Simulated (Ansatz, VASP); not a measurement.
## Two plane-wave programs on NaNb3

```xyz
4
Lattice="4.6457 0.0000 0.0000 0.0000 4.6457 0.0000 0.0000 0.0000 3.4791" Properties=species:S:1:pos:R:3 pbc="T T T"
Na    0.0000    0.0000    0.0000
Nb    0.0000    2.3229    1.7395
Nb    2.3229    0.0000    1.7395
Nb    2.3229    2.3229    0.0000
```

Alike in both runs: functional PBE; k mesh 4 × 4 × 4; occupations gaussian, width 0.1 eV; no spin polarisation.

Ansatz relaxed the structure, and its values are those at the end. VASP's run is a single point on that final structure, the one shown.

|  | VASP | Ansatz |
| --- | --- | --- |
| version | VASP 6.6.1 | Ansatz 0.2.0 |
| potentials or method | VASP PAW PBE potentials, release 64 (Na_pv, Nb_sv) | scalar-relativistic, plane waves, PAW |
| plane-wave cutoff (eV) | 520 | 420 |
| valence electrons in the cell | 46 | 48 |

VASP gave:

```
gap on the k mesh at the Fermi level (eV) : none
pressure (GPa)                            : -0.1
```

Which values does Ansatz return?

gap on the k mesh at the Fermi level (eV): none; pressure (GPa): 0.1.

A gap of «none» marks a metal or a gap that the smearing closes. The two sets of potentials don't hold the same shells in valence.

Caveats: the k mesh is coarse (spacing up to 0.45 Å⁻¹), so the values aren't converged.
